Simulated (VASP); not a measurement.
Input for VASP

**INCAR**
```
SYSTEM = GeSe2
PREC = Accurate
ENCUT = 400
EDIFF = 1E-6
NELM = 100
ALGO = Normal
LREAL = .FALSE.
LASPH = .TRUE.
ISMEAR = 1
SIGMA = 0.1
GGA = PS
LMAXMIX = 4
LWAVE = .FALSE.
LCHARG = .FALSE.
IBRION = 2
ISIF = 3
NSW = 60
EDIFFG = -0.02
```

File KPOINTS:
```
Regular mesh
0
gamma
  8 8 8
```

**POSCAR**
```
GeSe2
1
    0.0000000000     3.2270683609     3.2270683609
    3.2270683609    -0.0000000000     3.2270683609
    3.2270683609     3.2270683609     0.0000000000
Ge Se
1 2
Direct
  0.0000000000   0.0000000000   0.0000000000
  0.2500000000   0.2500000000   0.2500000000
  0.7500000000   0.7500000000   0.7500000000
```

POTCAR, in this order: Ge_d Se (PBE.64 set). Program: vasp_std.

Question: Translate this PBEsol calculation to Quantum ESPRESSO's pw.x.

Answer: One equivalent input (not run):
```
&CONTROL
  calculation = 'vc-relax'
  pseudo_dir = './pseudo'
  outdir = './out'
  tprnfor = .true.
  tstress = .true.
  nstep = 60
  forc_conv_thr = 0.00078
/
&SYSTEM
  ibrav = 0
  nat = 3
  ntyp = 2
  ecutwfc = 86
  occupations = 'smearing'
  smearing = 'methfessel-paxton'
  degauss = 0.00735
  input_dft = 'pbesol'
/
&ELECTRONS
  conv_thr = 7.3e-08
  electron_maxstep = 100
/
&IONS
/
&CELL
/
ATOMIC_SPECIES
  Ge 72.630 Ge.upf
  Se 78.971 Se.upf
CELL_PARAMETERS angstrom
     0.0000000    3.2270684    3.2270684
     3.2270684   -0.0000000    3.2270684
     3.2270684    3.2270684    0.0000000
ATOMIC_POSITIONS crystal
  Ge   0.0000000  0.0000000  0.0000000
  Se   0.2500000  0.2500000  0.2500000
  Se   0.7500000  0.7500000  0.7500000
K_POINTS automatic
  8 8 8 0 0 0
```
Limits of the translation: the potentials are each code's own (VASP's PAW set, PseudoDojo norm-conserving files in pw.x), so ENCUT and ecutwfc are chosen apart and not converted; conv_thr bounds pw.x's estimated SCF error, while EDIFF bounds the energy change between steps; forc_conv_thr acts on force components and is met together with etot_conv_thr.

The structure was generated: GeSe2 was put into the fluorite type (Fm-3m), which need not be its known phase. This run relaxes it. Symmetry was kept, so distortions that lower it aren't found. The start is the result of an earlier pass.
